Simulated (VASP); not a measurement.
Computed with PBE GGA, VASP's PBE PAW potentials (set 64) (plane waves; VASP).

VASP ran on this input.

**KPOINTS_OPT**
```
k-points along high-symmetry lines
10
Line-mode
Reciprocal
  0.000000   0.000000   0.000000 ! GAMMA
 -0.500000  -0.500000   0.000000 ! X

 -0.500000  -0.500000   0.000000 ! X
 -0.375000  -0.375000   0.250000 ! U

 -0.375000   0.000000   0.375000 ! K
  0.000000   0.000000   0.000000 ! GAMMA

  0.000000   0.000000   0.000000 ! GAMMA
  0.000000   0.000000   0.500000 ! L

  0.000000   0.000000   0.500000 ! L
 -0.500000  -0.250000   0.250000 ! W

 -0.500000  -0.250000   0.250000 ! W
 -0.500000  -0.500000   0.000000 ! X
```

### KPOINTS
```
Automatic mesh
0
Gamma
5 5 5
0 0 0
```

### INCAR
```
SYSTEM = ZnSe
PREC = Accurate
ENCUT = 300
EDIFF = 1E-6
NELM = 100
ALGO = Normal
LREAL = .FALSE.
LASPH = .TRUE.
ISMEAR = 0
SIGMA = 0.01
GGA = PE
LMAXMIX = 4
LWAVE = .FALSE.
LCHARG = .FALSE.
ISIF = 2
```

File POSCAR:
```
ZnSe
1
    0.0000000000     2.8324450000     2.8324450000
    2.8324450000     0.0000000000     2.8324450000
    2.8324450000     2.8324450000     0.0000000000
Zn Se
1 1
Direct
  0.0000000000   0.0000000000   0.0000000000
  0.7500000000   0.7500000000   0.7500000000
```

POTCAR, in this order: Zn Se (PBE.64 set). Program: vasp_std.

Question: What will the output report for the number of irreducible k-points (NKPTS), largest plane-wave count, number of space-group operations, FFT grid (NGX, NGY, NGZ)?

Answer: 
- number of irreducible k-points (NKPTS): 10
- largest plane-wave count: 547
- number of space-group operations: 24
- FFT grid (NGX, NGY, NGZ): 24 × 24 × 24

The structure comes from a computed database's ZnSe entry; how it stands against other phases isn't given here. The cell was not relaxed at this level.
